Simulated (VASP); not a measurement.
Method: r2SCAN+rVV10, VASP's PBE PAW potentials (set 64) (plane waves; VASP).

VASP input:

POSCAR:
```
CsBr
1.0
  4.1835858379   0.0000000000   0.0000000000
  0.0000000000   4.1835858379   0.0000000000
  0.0000000000   0.0000000000   4.1835858379
Cs Br
1 1
direct
  0.0000000000   0.0000000000   0.0000000000
  0.5000000000   0.5000000000   0.5000000000
```

**INCAR**
```
SYSTEM = CsBr
PREC = Accurate; ENCUT = 520; LREAL = .False.
LASPH = .True.
EDIFF = 1E-7; NELM = 100; ALGO = Normal
LMAXMIX = 4; LMIXTAU = .True.
ISMEAR = 0; SIGMA = 0.05
METAGGA = R2SCAN; LUSE_VDW = .True.; BPARAM = 11.95
CPARAM = 0.0093
ISIF = 2
LWAVE = .False.; LCHARG = .False.
```

File KPOINTS:
```
Automatic mesh
0
Gamma
6 6 6
0 0 0
```

POTCAR, in this order: Cs_sv Br (PBE.64 set). Program: vasp_std.

Unless said otherwise, spin-orbit coupling is left out, though it shifts the bands of the heavy elements here.

What does the run give for the energy per atom (σ→0), pressure, band gap (on the k-mesh)?

```json
{
 "energy per atom (σ→0)": "-20.864 eV/atom",
 "band gap (on the k-mesh)": "5.23 eV",
 "pressure": "1.30 GPa"
}
```

File OSZICAR:
```
...
DAV:  18    -0.417274706398E+02   -0.47528E-05   -0.25856E-06   568   0.210E-02    0.649E-03
DAV:  19    -0.417274654265E+02    0.52133E-05   -0.21414E-06   488   0.210E-02    0.426E-03
DAV:  20    -0.417274710624E+02   -0.56359E-05   -0.33721E-06   480   0.282E-02    0.379E-03
DAV:  21    -0.417274712495E+02   -0.18708E-06   -0.43633E-08   424   0.266E-03    0.343E-03
DAV:  22    -0.417274714635E+02   -0.21402E-06   -0.56202E-08   348   0.292E-03    0.237E-03
DAV:  23    -0.417274716976E+02   -0.23408E-06   -0.11497E-07   280   0.270E-03    0.109E-03
DAV:  24    -0.417274717666E+02   -0.68990E-07   -0.25643E-08   260   0.155E-03
   1 F= -.41727472E+02 E0= -.41727472E+02  d E =-.438885E-14
```

The compound is CsBr in the CsCl type structure. This cell is one point of a volume scan, at 0.94 of the reference volume.
